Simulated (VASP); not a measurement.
Here is the system:

```xyz
2
Lattice="0.0000 1.9912 1.9912 1.9912 0.0000 1.9912 1.9912 1.9912 0.0000" Properties=species:S:1:pos:R:3 pbc="T T T"
Li     0.0000     0.0000     0.0000
H      1.9912     1.9912     1.9912
```

Calculation: r2SCAN meta-GGA, VASP's PBE PAW potentials (set 64) (plane waves; VASP). Numerical set-up: 520 eV cut-off, 13×13×13 Γ-centred mesh, tetrahedra with Blöchl corrections, potentials Li_sv H.

**Question.** Tabulate the total density of states (states/eV per cell) against energy (eV; zero at the valence-band maximum or, without a gap, the Fermi level).

**Answer.** 
```
E (eV) | DOS (states/eV)
    -9.98 |  0.00
    -9.74 |  0.00
    -9.38 |  0.00
    -9.14 |  0.00
    -8.78 |  0.00
    -8.54 |  0.00
    -8.30 |  0.00
    -7.94 |  0.00
    -7.70 |  0.00
    -7.34 |  0.00
    -7.10 |  0.00
    -6.86 |  0.00
    -6.50 |  0.00
    -6.26 |  0.00
    -5.90 |  0.00
    -5.66 |  0.00
    -5.30 | ## 0.09
    -5.06 | ### 0.14
    -4.82 | ##### 0.18
    -4.46 | ###### 0.22
    -4.22 | ###### 0.25
    -3.86 | ######## 0.29
    -3.62 | ######## 0.33
    -3.38 | ######### 0.36
    -3.02 | ########### 0.43
    -2.78 | ############## 0.54
    -2.42 | ############### 0.59
    -2.18 | ############## 0.56
    -1.94 | ############## 0.54
    -1.58 | ############# 0.50
    -1.34 | ############ 0.48
    -0.98 | ########### 0.45
    -0.74 | ########### 0.45
    -0.50 | ########### 0.42
    -0.14 | ### 0.10
     0.10 |  0.00
     0.46 |  0.00
     0.70 |  0.00
     0.94 |  0.00
     1.30 |  0.00
     1.54 |  0.00
     1.90 |  0.00
     2.14 |  0.00
     2.38 |  0.00
     2.74 |  0.00
     2.98 |  0.00
     3.34 |  0.00
     3.58 |  0.00
     3.94 | # 0.05
     4.18 | ### 0.11
     4.42 | ### 0.12
     4.78 | #### 0.17
     5.02 | ##### 0.20
     5.38 | ####### 0.28
     5.62 | ######### 0.36
     5.86 | ############################## 1.17
     6.22 | ############### 0.58
     6.46 | ############ 0.47
     6.82 | ########### 0.42
     7.06 | ########### 0.42
```
Within 2 eV below the valence-band maximum the largest weight inside VASP's projection spheres is H s.

The structure was generated: LiH was put into the rock salt type (Fm-3m), which need not be its known phase. It was relaxed first, which changed the volume by +56 %.
